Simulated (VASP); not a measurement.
Here is a VASP 6.6.1 calculation.

INCAR

```
SYSTEM = Al2SiF2
PREC     = Normal         ! precision mode
ENCUT    = 520            ! plane-wave cutoff, eV
EDIFF    = 1E-4           ! SCF threshold, eV
ISMEAR   = 0              ! smearing method
SIGMA    = 0.15           ! smearing width, eV
LREAL    = .FALSE.        ! projectors in reciprocal space
LASPH    = .TRUE.         ! aspherical terms in the spheres
NELM     = 60             ! most SCF steps
ALGO     = Fast           ! electronic algorithm
ISIF     = 3              ! what is computed and relaxed
LWAVE    = .FALSE.        ! write WAVECAR
LCHARG   = .FALSE.        ! write CHGCAR
GGA      = PE             ! functional
IBRION   = 2              ! ionic algorithm
NSW      = 24             ! ionic steps
EDIFFG   = -0.08          ! ionic threshold
```

The input KPOINTS:

```
regular mesh
0
G
  5 5 2
  0 0 0
```

POSCAR

```
Al2SiF2
1.0
    3.5000000000      0.0000000000      0.0000000000
   -1.7500000000      3.0310889100      0.0000000000
    0.0000000000      0.0000000000      6.6000000000
Al Si F
2 1 2
Direct
    0.6666666700      0.3333333300      0.7750000000
    0.3333333300      0.6666666700      0.2250000000
    0.0000000000      0.0000000000      0.0000000000
    0.3333333300      0.6666666700      0.6550000000
    0.6666666700      0.3333333300      0.3450000000
```

Potentials or basis: VASP PAW PBE potentials, release 64 (Al, Si, F).

Command:

```bash
$ cat potpaw_PBE.64/Al/POTCAR potpaw_PBE.64/Si/POTCAR potpaw_PBE.64/F/POTCAR > POTCAR
$ mpirun -np 1 vasp_std > vasp.out
```

(1) What does it give for the band gap on the k mesh?

(2) Predict the relaxed volume.

(3) Estimate the relaxed cell.

(4) Estimate the space group after relaxing (to 0.05 Å).

Answers

(1) none (metal or under the smearing width).

(2) 13.09 Å³/atom.

(3) a = 3.047 Å, b = 3.047 Å, c = 8.142 Å, α = 90.00°, β = 90.00°, γ = 120.00°.

(4) P-3m1 (No. 164).

Caveat: the k mesh is coarse (spacing up to 0.48 Å⁻¹), so the values aren't converged.
